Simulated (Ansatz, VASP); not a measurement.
Given: the input of a run of Ansatz 0.2.0 on BeSb.

input.yaml

```yaml
crystal:
  lattice:
    - [3.8791, 0.0, 0.0]
    - [-1.93955, 3.3594, 0.0]
    - [0.0, 0.0, 3.03755]
  atoms:
    - { symbol: Be, position: [0.0, 0.0, 0.0] }
    - { symbol: Sb, position: [0.33333, 0.66667, 0.5] }
hamiltonian:
  xc: pbe
  pseudopotentials: { kind: paw_fr }
magnetization:
  noncollinear: true
  spin_orbit: true
kpoints:
  mp_grid: { grid: [6, 6, 7] }
scf:
  occupations: { method: fermi_dirac, width: 0.05 }
output:
  forces: true
  stress: true
  eigenvalues: true
relax:
  f_tol: 0.01
  max_steps: 40
  cell: { stress_tol: 0.05 }
```

Potentials or basis: Ansatz PAW.

Command:

```console
$ ansatz run input.yaml --threads 2 --pin off --max-ram 5632MiB --backend cpu --events-out ev --progress --plain --runs-dir out
```

Q: Translate it to VASP 6.6.1. Potentials there: VASP PAW PBE potentials, release 64 (Be, Sb).

A: As run (the cutoff follows the program's own potentials):

File INCAR:

```
ALGO = Fast ; EDIFF = 1E-6
EDIFFG = -0.01 ; ENCUT = 600
GGA = PE ; GGA_COMPAT = F
IBRION = 2 ; ISIF = 3
ISMEAR = -1 ; LASPH = T
LCHARG = F ; LORBIT = 11
LREAL = F ; LSORBIT = T
LWAVE = F ; MAGMOM = 0 0 0 0 0 0
NELM = 60 ; NSW = 40
PREC = Accurate ; SIGMA = 0.05
```

File KPOINTS:

```
k-points
0
Gamma
  6 6 7
```

File POSCAR:

```
BeSb
1.0
    3.8791000000      0.0000000000      0.0000000000
   -1.9395500000      3.3594000000      0.0000000000
    0.0000000000      0.0000000000      3.0375500000
Be Sb
1 1
Direct
    0.0000000000      0.0000000000      0.0000000000
    0.3333300000      0.6666700000      0.5000000000
```

Potentials or basis: VASP PAW PBE potentials, release 64 (Be, Sb).

Command:

```sh
$ cat potpaw_PBE.64/Be/POTCAR potpaw_PBE.64/Sb/POTCAR > POTCAR
$ mpirun -np 1 vasp_ncl > vasp.out
```

Both were run:

|  | VASP | Ansatz | Ansatz less VASP |
| --- | --- | --- | --- |
| gap on the k mesh at the Fermi level, each at its own relaxed structure (eV) | none | none | - |
| relaxed volume (Å³/atom) | 19.98 | 19.94 | -0.043 |
| relaxed cell length with the largest relative difference (Å) | 3.006 | 3.003 | -0.0028 |
| energy change over the relaxation (meV/atom) | -3 | -3 | 0.0 |

A gap of «none» marks a metal or a gap that the smearing closes. The two sets of potentials don't hold the same shells in valence.

Caveats: the plane-wave basis is chosen anew once the cell has moved, so the energies of steps on either side of that aren't comparable (Ansatz).
